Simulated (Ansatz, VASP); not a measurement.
# InF in VASP and in Ansatz

File INCAR:

```
PREC = Accurate ; ENCUT = 520
EDIFF = 1E-8 ; ISMEAR = -1
SIGMA = 0.05 ; LREAL = False
LASPH = True ; NELM = 100
ALGO = Normal ; ISIF = 2
LWAVE = False ; LCHARG = False
GGA = PE ; LEFG = True
NBANDS = 17
```

KPOINTS

```
Automatic mesh
0
Gamma
  16 16 16
```

Contents of POSCAR:

```
InF
1.0
    0.0000000000      3.0044857676      3.0044857676
    3.0044857676      0.0000000000      3.0044857676
    3.0044857676      3.0044857676      0.0000000000
In F
1 1
Direct
    0.0000000000      0.0000000000      0.0000000000
    0.2500000000      0.2500000000      0.2500000000
```

Input for Ansatz:

```yaml
crystal:
  lattice:
    - [0.0, 3.0044857676, 3.0044857676]
    - [3.0044857676, 0.0, 3.0044857676]
    - [3.0044857676, 3.0044857676, 0.0]
  atoms:
    - { symbol: In, position: [0.0, 0.0, 0.0] }
    - { symbol: F, position: [0.25, 0.25, 0.25] }
kpoints:
  mp_grid: { grid: [16, 16, 16] }
  band_path:
    path:
      - [0.0, 0.0, 0.0]
      - [-0.5, -0.5, 0.0]
      - [-0.375, -0.375, 0.25]
      - [-0.375, 0.0, 0.375]
      - [0.0, 0.0, 0.0]
      - [0.0, 0.0, 0.5]
      - [-0.5, -0.25, 0.25]
      - [-0.5, -0.5, 0.0]
    npoints: 8
scf:
  occupations: { method: fermi_dirac, width: 0.05 }
hamiltonian:
  xc: pbe
  pseudopotentials: { kind: all_electron, datasets: crystal }
output:
  forces: true
  stress: true
  eigenvalues: true
  efg: { contact_densities: true }
```

The cell comes from a database or a generator and needn't be the stable form of this composition.

Alike in both runs: task electric field gradients; functional PBE; k mesh 16 × 16 × 16; occupations fermi-dirac, width 0.05 eV; no spin polarisation.

|  | VASP | Ansatz |
| --- | --- | --- |
| version | VASP 6.6.1 | Ansatz 0.2.0 |
| potentials or method | VASP PAW PBE potentials, release 64 (In_d, F) | all-electron PAW with datasets made for the crystal, scalar-relativistic |
| plane-wave cutoff (eV) | 520 | see its input |

```csv
,VASP,Ansatz,Ansatz less VASP
gap on the k mesh at the Fermi level (eV),1.84,1.85,+0.002
pressure (GPa),-0.1,0.0,+0.12
```

Ansatz ran all-electron here, so the differences hold the error of VASP's frozen core and of both bases. Ansatz warned: «gradients_without_spin_orbit».

Caveats: spin-orbit coupling is left out, which moves the levels of the heavy elements. A k mesh can miss the band edges.
